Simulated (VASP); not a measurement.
Given:

```xyz
2
Lattice="0.0000 2.8373 2.8373 2.8373 0.0000 2.8373 2.8373 2.8373 0.0000" Properties=species:S:1:pos:R:3 pbc="T T T"
Ca     0.0000     0.0000     0.0000
S      2.8373     2.8373     2.8373
```

Method: PBE GGA with D3 dispersion (zero damping), VASP's PBE PAW potentials (set 64) (plane waves; VASP). Run with 520 eV cut-off, Gaussian smearing of 0.050 eV, potentials Ca_sv S.

Question: Give the energies of bands 6 to 11 at the high-symmetry points, in eV from the valence-band maximum.

Answer: 
```tsv
band	Γ	X	U	L	W
6	0.00	-2.30	-2.06	-3.13	-1.80
7	0.00	-0.81	-1.89	-1.18	-1.80
8	0.00	-0.81	-1.04	-1.18	-1.57
9	4.16	2.33	3.68	5.24	4.84
10	4.16	5.62	6.35	6.10	4.84
11	4.16	6.07	6.47	6.23	6.03
```

The gap is indirect, 2.33 eV, from the valence maximum at Γ to the conduction minimum at X.

Measured: gap 4.43 eV (computed value off by -2.10 eV), as given by David Waroquiers et al., Physical Review B (2013), arXiv:1302.6756.

The compound is CaS in the rock salt structure. It was relaxed first.
